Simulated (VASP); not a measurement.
A convergence study with VASP on GaN (zinc blende): one setting is varied, all else stays as given below, so the limit is that of these other settings. Each run relaxes cell and ions from the cell shown. The basis is that of the starting cell, so low cut-offs carry a Pulay error.

```xyz
2
Lattice="0.0000 2.2600 2.2600 2.2600 0.0000 2.2600 2.2600 2.2600 0.0000" Properties=species:S:1:pos:R:3 pbc="T T T"
Ga     0.0000     0.0000     0.0000
N      1.1300     1.1300     1.1300
```

Calculation: LDA (Ceperley-Alder, Perdew-Zunger), VASP's LDA PAW potentials (set 64) (plane waves; VASP). The tightest run used: 800 eV cut-off, 8×8×8 Γ-centred mesh, Gaussian smearing of 0.050 eV, potentials Ga_d N.

Gaps are read on the run's mesh, which can miss a band edge.

Question: The settings run are ENCUT = 250; ENCUT = 300; ENCUT = 350; ENCUT = 400; ENCUT = 450; ENCUT = 500; ENCUT = 550; ENCUT = 600; ENCUT = 650; ENCUT = 750; ENCUT = 800. From which on does the relaxed volume stay within 0.1 Å³/atom of the tightest run?

Answer: From ENCUT = 450 on: it is off by 0.033 there and by no more than 0.1 in any finer run, while ENCUT = 400 is off by 0.144.
```csv
setting,relaxed volume (Å³/atom),E (eV/atom),gap on the mesh (eV),plane waves,difference judged (Å³/atom)
ENCUT = 250,9.797,-7.2460,2.410,212,1.320
ENCUT = 300,10.412,-7.0700,2.301,290,0.706
ENCUT = 350,10.756,-6.9976,2.123,360,0.361
ENCUT = 400,10.973,-6.9818,2.012,444,0.144
ENCUT = 450,11.084,-6.9748,1.956,531,0.033
ENCUT = 500,11.117,-6.9724,1.936,604,0.000
ENCUT = 550,11.117,-6.9721,1.936,692,0.001
ENCUT = 600,11.111,-6.9726,1.939,783,0.007
ENCUT = 650,11.109,-6.9731,1.941,893,0.008
ENCUT = 750,11.114,-6.9737,1.939,1090,0.003
ENCUT = 800,11.117,-6.9739,1.937,1243,0.000
```

Left out are rungs that failed or repeat a setting and relaxations that didn't move; long series are thinned to 24 rows.

The compound is GaN in the zinc blende structure, a metastable form; wurtzite is the usual one.
